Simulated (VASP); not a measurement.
Level of theory: optB88-vdW, VASP's PBE PAW potentials (set 64) (plane waves; VASP).

The input files of a VASP run:

### INCAR
```
AGGAC = 0.0
ALGO = Normal
EDIFF = 1E-7
EDIFFG = -0.01
ENCUT = 520
GGA = BO
IBRION = 2
ISIF = 4
ISMEAR = 1
LASPH = .TRUE.
LCHARG = .FALSE.
LMAXMIX = 6
LREAL = .FALSE.
LUSE_VDW = .TRUE.
LWAVE = .FALSE.
NELM = 100
NSW = 30
PARAM1 = 0.1833333333
PARAM2 = 0.22
PREC = Accurate
SIGMA = 0.1
SYSTEM = HfB2
```

POSCAR:
```
HfB2
1.0
  1.5994535802  -2.7703351014   0.0000000000
  1.5994535802   2.7703351014   0.0000000000
  0.0000000000   0.0000000000   3.5769308246
Hf B
1 2
Cartesian
  0.0000000000   0.0000000000   0.0000000000
  1.5994535802   0.9234468807   1.7884654123
  1.5994535802  -0.9234468807   1.7884654123
```

**KPOINTS**
```
K-points
0
Gamma
 11 11 9
```

POTCAR, in this order: Hf_pv B (PBE.64 set). Program: vasp_std.

Unless said otherwise, spin-orbit coupling is left out, though it shifts the bands of the heavy elements here.

Q: Predict the energy per atom (σ→0), band gap (on the k-mesh).

A: 
```yaml
energy per atom (σ→0): -7.394 eV/atom
band gap (on the k-mesh): none (metal, semimetal or under 0.01 eV)
```

OSZICAR:
```
...
   1 F= -.22181951E+02 E0= -.22181922E+02  d E =-.221820E+02
       N       E                     dE             d eps       ncg     rms          rms(c)
DAV:   1    -0.221824977005E+02   -0.54706E-03   -0.27238E-02  2036   0.143E+00    0.179E-01
DAV:   2    -0.221822996194E+02    0.19808E-03   -0.35990E-04  2400   0.167E-01    0.758E-02
DAV:   3    -0.221822125151E+02    0.87104E-04   -0.86624E-05  2396   0.730E-02    0.231E-02
DAV:   4    -0.221822076818E+02    0.48334E-05   -0.10881E-05  2704   0.268E-02    0.143E-02
DAV:   5    -0.221822076363E+02    0.45533E-07   -0.46616E-07  2244   0.523E-03
   2 F= -.22182208E+02 E0= -.22182150E+02  d E =-.256994E-03
```

The compound is HfB2 in the AlB2 type structure. This cell is one point of a volume scan, at 1.06 of the reference volume. Symmetry was kept, so distortions that lower it aren't found.
